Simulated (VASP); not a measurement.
```
SnSe2
1.0
    1.90202    -3.29440     0.00000
    1.90202     3.29440     0.00000
    0.00000     0.00000     6.46348
Sn Se
1 2
Cartesian
  0.00000   0.00000   0.00000
  1.90202   1.09813   1.55859
  1.90202  -1.09813   4.90489
```

Method: r2SCAN meta-GGA, VASP's PBE PAW potentials (set 64) (plane waves; VASP 6.6.1). Numerical set-up: 520 eV cut-off, 7×7×4 Γ-centred mesh, Gaussian smearing of 0.050 eV, potentials Sn_d Se.

Question: The ions and cell shape at fixed volume are relaxed. Predict the relaxed structure.

Answer: 
```
SnSe2
1.0
    1.91733    -3.32092     0.00000
    1.91733     3.32092     0.00000
    0.00000     0.00000     6.36067
Sn Se
1 2
Direct
  0.00000   0.00000   0.00000
  0.33333   0.66667   0.24761
  0.66667   0.33333   0.75239
```
Space group P-3m1 (164), at a tolerance of 0.03 Å.

Question: How much energy does the relaxation gain?

Answer: The energy (σ→0) changes by -4.1 meV/atom, in 5 ionic steps.

| step | E(σ→0) (eV) | max force (eV/Å) | pressure (GPa) | volume (Å³) |
|---|---|---|---|---|
| 1 | -54.6204 | 0.285 | 2.06 | 81.00 |
| 2 | -54.6265 | 0.145 | 1.52 | 81.00 |
| 3 | -54.6291 | 0.030 | 0.86 | 81.00 |
| 4 | -54.6320 | 0.017 | 0.60 | 81.00 |
| 5 | -54.6326 | 0.009 | 0.43 | 81.00 |

The compound is SnSe2 in the 1T layered structure. This cell is one point of a volume scan, at 0.97 of the reference volume. Symmetry was kept, so distortions that lower it aren't found.
